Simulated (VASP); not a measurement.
## Zr: surface energy and work function by face

Which face of Zr is cheapest, and which holds its electrons hardest?

Program: VASP 6.6.1. Level of theory: PBEsol; plane waves and PAW (Zr_sv). Results are calculated unless marked as measured.

## (1) Starting point

Symmetry: P6_3/mmc, No. 194, hexagonal system. The conventional cell has a = 3.230 Å, b = 3.230 Å, c = 5.145 Å, α = 90.00°, β = 90.00°, γ = 120.00°. Nearest to Zr lie 12 Zr at 3.18 to 3.23 Å.

Coordinates:

```xyz
2
Lattice="3.2300 0.0000 0.0000 -1.6150 2.7973 0.0000 0.0000 0.0000 5.1454" Properties=species:S:1:pos:R:3 pbc="T T T"
Zr    0.0000    0.0000    0.0000
Zr    0.0000    1.8648    2.5727
```

## (2) The bulk reference, job relaxation, k-mesh 14×14×8

The bulk crystal is relaxed first, so that the slabs are cut at this functional's lattice.

The input, INCAR:

```
SYSTEM = Zr
PREC = Accurate
ENCUT = 420
EDIFF = 1E-06
NELM = 120
ISMEAR = 1
SIGMA = 0.15
LREAL = .FALSE.
ALGO = Normal
GGA = PS
NBANDS = 18
LASPH = .TRUE.
LORBIT = 11
LWAVE = .FALSE.
LCHARG = .FALSE.
KPAR = 4
IBRION = 2
NSW = 30
ISIF = 3
EDIFFG = -0.01
POTIM = 0.4
```

The input, POSCAR:

```
Zr
1.0
    3.2300000000      0.0000000000      0.0000000000
   -1.6150000000      2.7972620542      0.0000000000
    0.0000000000      0.0000000000      5.1453900000
Zr
2
Direct
    0.0000000000      0.0000000000      0.0000000000
    0.3333333333      0.6666666667      0.5000000000
```

The input, KPOINTS:

```
Automatic mesh
0
Gamma
14 14 8
0 0 0
```

The projector-augmented-wave data sets are Zr_sv (PBE family, release 64).

Command:

```sh
$ mpirun -np 4 vasp_std
```

Output:

```text
[banner, memory and clock lines left out]
running    4 mpi-ranks, on    1 nodes
 distrk:  each k-point on    1 cores,    4 groups
 distr:  one band on    1 cores,    1 groups

 POSCAR found type information on POSCAR Zr
 POSCAR found :  1 types and       2 ions
|                                                                             |
|               ----> ADVICE to this user running VASP <----                  |
|                                                                             |
|     You enforced a specific xc type in the INCAR file but a different       |
|     [... a line on the potential file left out ...]
|     I HOPE YOU KNOW WHAT YOU ARE DOING!                                     |
|                                                                             |

 LDA part: xc-table for (Slater+PW92), standard interpolation
 POSCAR, INCAR and KPOINTS ok, starting setup
 FFT: planning ... GRIDC
 FFT: planning ... GRID_SOFT
 FFT: planning ... GRID
 WAVECAR not read
 entering main loop
       N       E                     dE             d eps       ncg     rms          rms(c)
DAV:   1     0.188380070158E+03    0.18838E+03   -0.12055E+04  4320   0.114E+03
DAV:   2    -0.700580951204E+01   -0.19539E+03   -0.19244E+03  5136   0.348E+02
DAV:   3    -0.187458387680E+02   -0.11740E+02   -0.11649E+02  7742   0.625E+01
DAV:   4    -0.189790415567E+02   -0.23320E+00   -0.23301E+00  5088   0.902E+00
DAV:   5    -0.189866316206E+02   -0.75901E-02   -0.75844E-02  6420   0.113E+00    0.151E+01
DAV:   6    -0.182849419405E+02    0.70169E+00   -0.10625E+00  4682   0.793E+00    0.592E+00
DAV:   7    -0.181420220856E+02    0.14292E+00   -0.67913E-01  6270   0.544E+00    0.116E+00
DAV:   8    -0.181452970122E+02   -0.32749E-02   -0.35042E-02  5706   0.150E+00    0.302E-01
DAV:   9    -0.181455872281E+02   -0.29022E-03   -0.19397E-03  5506   0.399E-01    0.289E-02
DAV:  10    -0.181455625233E+02    0.24705E-04   -0.57474E-05  6034   0.414E-02    0.241E-02
DAV:  11    -0.181455624905E+02    0.32843E-07   -0.93759E-06  4832   0.351E-02
   1 F= -.18145562E+02 E0= -.18145648E+02  d E =-.181456E+02
 curvature:   0.00 expect dE= 0.000E+00 dE for cont linesearch  0.000E+00
 trial: gam= 0.00000 g(F)=  0.330E-48 g(S)=  0.475E-01 ort = 0.000E+00 (trialstep = 0.100E+01)
 search vector abs. value=  0.475E-01
 bond charge predicted
       N       E                     dE             d eps       ncg     rms          rms(c)
DAV:   1    -0.187251903392E+02   -0.57963E+00   -0.18697E+01  5056   0.404E+01    0.788E+00
DAV:   2    -0.182237956547E+02    0.50139E+00   -0.15414E+00  4696   0.107E+01    0.233E+00
DAV:   3    -0.181271900491E+02    0.96606E-01   -0.62715E-01  6152   0.534E+00    0.147E+00
DAV:   4    -0.181437323062E+02   -0.16542E-01   -0.49326E-02  5538   0.918E-01    0.599E-01
DAV:   5    -0.181555836042E+02   -0.11851E-01   -0.42066E-02  6420   0.104E+00    0.215E-01
DAV:   6    -0.181554605679E+02    0.12304E-03   -0.15504E-03  5946   0.293E-01    0.725E-02
DAV:   7    -0.181555008318E+02   -0.40264E-04   -0.94142E-05  5840   0.926E-02    0.305E-03
DAV:   8    -0.181555021934E+02   -0.13616E-05   -0.22176E-06  4380   0.974E-03    0.434E-03
DAV:   9    -0.181555030093E+02   -0.81596E-06   -0.13596E-06  3258   0.616E-03
   2 F= -.18155503E+02 E0= -.18155281E+02  d E =-.994052E-02
[...]
3 F= -.18160850E+02 E0= -.18160694E+02  d E =-.152874E-01
[...]
4 F= -.18160845E+02 E0= -.18160693E+02  d E =-.152822E-01
[...]
5 F= -.18161121E+02 E0= -.18160969E+02  d E =-.276447E-03
 trial-energy change:   -0.000276  1 .order   -0.000276   -0.000358   -0.000194
 step:   2.0096(harm=  2.0096)  dis= 0.00000  next Energy=   -18.161234 (dE=-0.390E-03)
 bond charge predicted
       N       E                     dE             d eps       ncg     rms          rms(c)
DAV:   1    -0.181627410191E+02   -0.16200E-02   -0.87729E-02  4320   0.255E+00    0.219E-01
DAV:   2    -0.181615566949E+02    0.11843E-02   -0.26937E-03  4632   0.376E-01    0.100E-01
DAV:   3    -0.181612415943E+02    0.31510E-03   -0.11363E-03  5366   0.226E-01    0.167E-02
DAV:   4    -0.181612442284E+02   -0.26341E-05   -0.17116E-05  5182   0.366E-02    0.721E-03
DAV:   5    -0.181612444421E+02   -0.21371E-06   -0.13679E-06  3378   0.894E-03
   6 F= -.18161244E+02 E0= -.18161097E+02  d E =-.399731E-03
 curvature:  -0.99 expect dE=-0.199E-04 dE for cont linesearch -0.206E-06
 trial: gam=-0.00556 g(F)=  0.132E-47 g(S)=  0.201E-04 ort = 0.891E-05 (trialstep = 0.114E+01)
 search vector abs. value=  0.200E-04
 reached required accuracy - stopping structural energy minimisation
```

The job ended after 2.2 min (4 MPI ranks of AMD EPYC 7R43, shared host; peak memory 0.62 GiB; 8.2 min of CPU time).

Lines that name or quote the potential files are left out of all logs, and their timing lines are given in words.

Parts of OUTCAR (step 2):

```text
ion  position               nearest neighbor table
   1  0.000  0.000  0.000-   2 3.18   2 3.18   2 3.18   2 3.18   2 3.18   2 3.18
   2  0.333  0.667  0.500-   1 3.18   1 3.18   1 3.18   1 3.18   1 3.18   1 3.18

  LATTYP: Found a hexagonal cell.
 ALAT       =     3.2300000000
 C/A-ratio  =     1.5930000000

 Subroutine GETGRP returns: Found 24 space group operations
 (whereof 12 operations were pure point group operations)

The static configuration has the point symmetry D_3h.
 The point group associated with its full space group is D_6h.

 Found    120 irreducible k-points:

   k-points           NKPTS =    120   k-points in BZ     NKDIM =    120   number of bands    NBANDS=     18

   dimension x,y,z NGX =    24 NGY =   24 NGZ =   36
   dimension x,y,z NGXF=    48 NGYF=   48 NGZF=   72

   ENCUT  =  420.0 eV  30.87 Ry    5.56 a.u.   5.40  5.40  8.60*2*pi/ulx,y,z

   NELECT =      24.0000    total number of electrons

 k-points in reciprocal lattice and weights: Automatic mesh
   0.00000000  0.00000000  0.00000000       0.001
   0.07142857  0.00000000  0.00000000       0.004
   0.14285714  0.00000000  0.00000000       0.004
   0.21428571  0.00000000  0.00000000       0.004
   0.28571429  0.00000000  0.00000000       0.004
   0.35714286 -0.00000000  0.00000000       0.004
   0.42857143  0.00000000  0.00000000       0.004
   0.50000000  0.00000000  0.00000000       0.002
   0.07142857  0.07142857  0.00000000       0.004
[...]
0.28571429  0.28571429  0.50000000       0.004
   0.35714286  0.28571429  0.50000000       0.004

 average (electrostatic) potential at core
       1 -73.9560       2 -73.9560

 E-fermi :   9.2826

 k-point     1 :       0.0000    0.0000    0.0000
  band No.  band energies     occupation
    ...
      6     -16.9070      2.00000
      7     -16.8927      2.00000
      8     -16.8927      2.00000
      9       3.5207      2.00000
     10       6.1144      2.00000
     11      10.1306     -0.00000
     12      10.1306     -0.00000
     13      10.2046     -0.00000
     14      10.5057     -0.00000
     15      10.8399     -0.00000
    ...

 k-point     2 :       0.0714    0.0000    0.0000
  band No.  band energies     occupation
    ...
      6     -16.9347      2.00000
      7     -16.9142      2.00000
      8     -16.8981      2.00000
      9       3.6713      2.00000
     10       6.2541      2.00000
     11       9.7329     -0.00019
     12      10.1940     -0.00000
     13      10.2706     -0.00000
     14      10.5168     -0.00000
     15      10.7101     -0.00000
    ...

 k-point     3 :       0.1429    0.0000    0.0000
  band No.  band energies     occupation
    ...
      7     -16.9360      2.00000
      8     -16.9140      2.00000
      9       4.1008      2.00000
     10       6.6275      2.00000
     11       9.2217      1.62916
     12       9.4743     -0.07010
     13      10.3451     -0.00000
     14      10.6836     -0.00000
     15      10.9410     -0.00000
     16      11.0354     -0.00000
    ...

  Total       -0.0194942     -0.0194942     -0.0167892      0.0000000     -0.0000000      0.0000000
  in kB       -0.6943658     -0.6943658     -0.5980169      0.0000000     -0.0000000      0.0000000
  external PRESSURE =      -0.6622495 kB  Pullay stress =       0.0000000 kB

  energy-cutoff  :      420.00
  volume of cell :       44.98
      direct lattice vectors                 reciprocal lattice vectors
     3.186063694  0.000000000 -0.000000000     0.313866920  0.181211151 -0.000000000
    -1.593031847  2.759212097  0.000000000     0.000000000  0.362422302  0.000000000
     0.000000000 -0.000000000  5.116675351     0.000000000  0.000000000  0.195439408

 POSITION                                       TOTAL-FORCE (eV/Angst)
 -----------------------------------------------------------------------------------
      0.00000     -0.00000      5.11668         0.000000      0.000000     -0.000000
     -0.00000      1.83947      2.55834        -0.000000     -0.000000      0.000000
 -----------------------------------------------------------------------------------
    total drift:                                0.000000     -0.000000     -0.000000

  FREE ENERGIE OF THE ION-ELECTRON SYSTEM (eV)
  ---------------------------------------------------
  free  energy   TOTEN  =       -18.1612444421 eV

  energy  without entropy=      -18.1608023031  energy(sigma->0) =      -18.16109706

 reached required accuracy - stopping structural energy minimisation

 total charge
# of ion       s       p       d       tot
------------------------------------------
    1        2.241   5.957   1.665   9.863
    2        2.241   5.957   1.665   9.863
--------------------------------------------------
tot          4.483  11.915   3.330  19.727

[... 3 further parts left out ...]
```

CONTCAR:

```
Zr
   1.00000000000000
     3.1860636941752341    0.0000000000000000   -0.0000000000000000
    -1.5930318470876170    2.7592120972082745    0.0000000000000000
     0.0000000000000000   -0.0000000000000000    5.1166753509425709
  Zr
     2
Direct
     0.0000000000000000    0.0000000000000000    1.0000000000000000
     0.3333333332999970    0.6666666667000030    0.5000000000000000
```

The PAW data sets were made with PBE, which is usual practice but a small mismatch for other functionals. The run keeps the 24 symmetry operations of its start, so it cannot find a distortion of lower symmetry.

The steps of the relaxation:

```
step  energy less that of the first step (eV)  largest force (eV/Å)  pressure (GPa)  volume (Å³)
   1                                   0.0000                0.0000           -3.12        46.49
   2                                  -0.0099                0.0000            2.02        44.10
   3                                  -0.0153                0.0000            0.03        44.97
   4                                  -0.0153                0.0000           -0.05        45.00
   5                                  -0.0156                0.0000           -0.06        44.99
   6                                  -0.0157                0.0000           -0.07        44.98
```

| conventional cell, symmetrised | before | after | change |
| --- | --- | --- | --- |
| a (Å) | 3.230 | 3.186 | -1.4 % |
| b (Å) | 3.230 | 3.186 | -1.4 % |
| c (Å) | 5.145 | 5.117 | -0.6 % |
| volume (Å³/atom) | 23.24 | 22.49 | -3.2 % |

Final coordinates:

```cif
data_structure
_symmetry_space_group_name_H-M 'P 1'
_symmetry_Int_Tables_number 1
_cell_length_a 3.1861
_cell_length_b 3.1861
_cell_length_c 5.1167
_cell_angle_alpha 90.000
_cell_angle_beta 90.000
_cell_angle_gamma 120.000
_cell_volume 44.98
loop_
_atom_site_label
_atom_site_type_symbol
_atom_site_fract_x
_atom_site_fract_y
_atom_site_fract_z
_atom_site_occupancy
Zr1 Zr 0.00000 0.00000 0.00000 1
Zr2 Zr 0.33333 0.66667 0.50000 1
```

This step gave:

- electronic cycles: 43
- electrons: 24
- free energy (TOTEN): -18.16 eV
- energy at zero smearing: -18.16 eV
- Fermi energy: 9.283 eV
- metallic: yes

The run ended after 6 ionic steps, 0.016 eV below its first step, once forces and stress met EDIFFG = -0.01.

Energy at zero smearing: -18.16110 eV.

## (3) The bulk reference, job self-consistent run, k-mesh 17×17×9

The input, INCAR:

```
SYSTEM = Zr
PREC = Normal
ENCUT = 320
EDIFF = 1E-06
NELM = 120
ISMEAR = 1
SIGMA = 0.15
LREAL = .FALSE.
ALGO = Fast
GGA = PS
NBANDS = 18
LASPH = .TRUE.
LORBIT = 11
LWAVE = .FALSE.
LCHARG = .FALSE.
KPAR = 4
```

The input, POSCAR:

```
Zr
1.0
    3.1860636942      0.0000000000      0.0000000000
   -1.5930318471      2.7592120972      0.0000000000
    0.0000000000      0.0000000000      5.1166753509
Zr
2
Direct
    0.0000000000      0.0000000000      0.0000000000
    0.3333333333      0.6666666667      0.5000000000
```

The input, KPOINTS:

```
Automatic mesh
0
Gamma
17 17 9
0 0 0
```

Command:

```sh
$ mpirun -np 4 vasp_std
```

Output:

```text
[banner, memory and clock lines left out]
running    4 mpi-ranks, on    1 nodes
 distrk:  each k-point on    1 cores,    4 groups
 distr:  one band on    1 cores,    1 groups

 POSCAR found type information on POSCAR Zr
 POSCAR found :  1 types and       2 ions
 [... a notice as in an earlier step ...]

 LDA part: xc-table for (Slater+PW92), standard interpolation
 POSCAR, INCAR and KPOINTS ok, starting setup
 FFT: planning ... GRIDC
 FFT: planning ... GRID_SOFT
 FFT: planning ... GRID
 WAVECAR not read
 entering main loop
       N       E                     dE             d eps       ncg     rms          rms(c)
DAV:   1     0.153924569092E+03    0.15392E+03   -0.10516E+04  5980   0.945E+02
DAV:   2    -0.898355213624E+01   -0.16291E+03   -0.16051E+03  7218   0.307E+02
DAV:   3    -0.187596024549E+02   -0.97761E+01   -0.97055E+01 10424   0.538E+01
DAV:   4    -0.189462363149E+02   -0.18663E+00   -0.18643E+00  7112   0.740E+00
DAV:   5    -0.189511202824E+02   -0.48840E-02   -0.48817E-02  8420   0.872E-01    0.160E+01
RMM:   6    -0.182810416032E+02    0.67008E+00   -0.87237E-01  6131   0.672E+00    0.668E+00
RMM:   7    -0.181330076147E+02    0.14803E+00   -0.86316E-01  6529   0.551E+00    0.111E+00
RMM:   8    -0.181438744486E+02   -0.10867E-01   -0.11232E-01  8008   0.236E+00    0.716E-01
RMM:   9    -0.181468437574E+02   -0.29693E-02   -0.36393E-02  8844   0.114E+00    0.391E-01
RMM:  10    -0.181460364049E+02    0.80735E-03   -0.10236E-02  7362   0.857E-01    0.158E-01
RMM:  11    -0.181461013753E+02   -0.64970E-04   -0.25834E-03  9209   0.320E-01    0.374E-02
RMM:  12    -0.181461758564E+02   -0.74481E-04   -0.78997E-04 10493   0.139E-01    0.177E-02
RMM:  13    -0.181462085116E+02   -0.32655E-04   -0.27958E-04 10470   0.778E-02    0.136E-02
RMM:  14    -0.181462198865E+02   -0.11375E-04   -0.11837E-04 10024   0.519E-02    0.253E-03
WARNING in EDDRMM: call to ZHEGV failed, returncode =   8  4      7
WARNING in EDDRMM: call to ZHEGV failed, returncode =   6  3      7
RMM:  15    -0.181462270814E+02   -0.71948E-05   -0.58738E-05  9055   0.338E-02    0.541E-03
RMM:  16    -0.181462302815E+02   -0.32002E-05   -0.30331E-05  8419   0.252E-02    0.643E-04
WARNING in EDDRMM: call to ZHEGV failed, returncode =   6  3      7
RMM:  17    -0.181462322395E+02   -0.19579E-05   -0.16882E-05  6771   0.176E-02    0.728E-04
RMM:  18    -0.181462335734E+02   -0.13339E-05   -0.98330E-06  5800   0.138E-02    0.567E-04
RMM:  19    -0.181462343490E+02   -0.77562E-06   -0.63540E-06  5519   0.114E-02
   1 F= -.18146234E+02 E0= -.18146892E+02  d E =0.197171E-02
```

Elapsed: 29 s, on 4 MPI ranks; peak memory 0.5 GiB.

OUTCAR, selected parts (step 3):

```text
  LATTYP: Found a hexagonal cell.
 ALAT       =     3.1860636942
 C/A-ratio  =     1.6059551352

 Found    165 irreducible k-points:

   k-points           NKPTS =    165   k-points in BZ     NKDIM =    165   number of bands    NBANDS=     18

   dimension x,y,z NGX =    14 NGY =   14 NGZ =   24
   dimension x,y,z NGXF=    28 NGYF=   28 NGZF=   48

   ENCUT  =  320.0 eV  23.52 Ry    4.85 a.u.   4.65  4.65  7.46*2*pi/ulx,y,z

   NELECT =      24.0000    total number of electrons

 E-fermi :   9.2740

 k-point     1 :       0.0000    0.0000    0.0000
  band No.  band energies     occupation
    ...
      6     -16.9041      2.00000
      7     -16.8875      2.00000
      8     -16.8875      2.00000
      9       3.5589      2.00000
     10       6.1303      2.00000
     11      10.1351     -0.00000
     12      10.1351     -0.00000
     13      10.2077     -0.00000
     14      10.5131     -0.00000
     15      10.8443     -0.00000
    ...

 k-point     2 :       0.0588    0.0000    0.0000
  band No.  band energies     occupation
    ...
      6     -16.9164      2.00000
      7     -16.9089      2.00000
      8     -16.8914      2.00000
      9       3.6608      2.00000
     10       6.2254      2.00000
     11       9.8210     -0.00000
     12      10.2301     -0.00000
     13      10.2968     -0.00000
     14      10.4639     -0.00000
     15      10.7520     -0.00000
    ...

  Total       -0.2494686     -0.2494686     -0.2532429      0.0000000     -0.0000000      0.0000000
  in kB       -8.8858521     -8.8858521     -9.0202891      0.0000000     -0.0000000      0.0000000
  external PRESSURE =      -8.9306644 kB  Pullay stress =       0.0000000 kB

  energy-cutoff  :      320.00
  volume of cell :       44.98
      direct lattice vectors                 reciprocal lattice vectors
     3.186063694  0.000000000  0.000000000     0.313866920  0.181211151  0.000000000
    -1.593031847  2.759212097  0.000000000     0.000000000  0.362422302  0.000000000
     0.000000000  0.000000000  5.116675351     0.000000000  0.000000000  0.195439408

 POSITION                                       TOTAL-FORCE (eV/Angst)
 -----------------------------------------------------------------------------------
      0.00000      0.00000      0.00000         0.000000      0.000000      0.000000
     -0.00000      1.83947      2.55834        -0.000000      0.000000      0.000000
 -----------------------------------------------------------------------------------
    total drift:                                0.000000     -0.000000     -0.000000

  FREE ENERGIE OF THE ION-ELECTRON SYSTEM (eV)
  ---------------------------------------------------
  free  energy   TOTEN  =       -18.1462343490 eV

  energy  without entropy=      -18.1482060617  energy(sigma->0) =      -18.14689159

 total charge
# of ion       s       p       d       tot
------------------------------------------
    1        2.238   5.956   1.665   9.859
    2        2.238   5.956   1.665   9.859
--------------------------------------------------
tot          4.475  11.912   3.330  19.717

[... 2 parts as in an earlier step ...]

[... 7 further parts left out ...]
```

This step gave:

- electronic cycles: 19
- free energy (TOTEN): -18.15 eV
- energy at zero smearing: -18.15 eV
- Fermi energy: 9.274 eV

Energy at zero smearing: -18.14689 eV.

The run ends at a pressure of -0.89 GPa.

(Continued in part 2 of 5.)

[Lines on the potential files, build, host, timing and source positions are cut from VASP's logs without a mark.]

[Logs are printed without paths, hosts, clocks, repeated set-up lines and the standing remarks that a program may print on its own settings, such as how far it seeks lower states.]

[Hosts, paths, dates, database ids (printed as entryN), source tags and the programs' standing remarks are cut or masked in the printed files.]

[Runs that stopped without an error message from VASP are left out.]
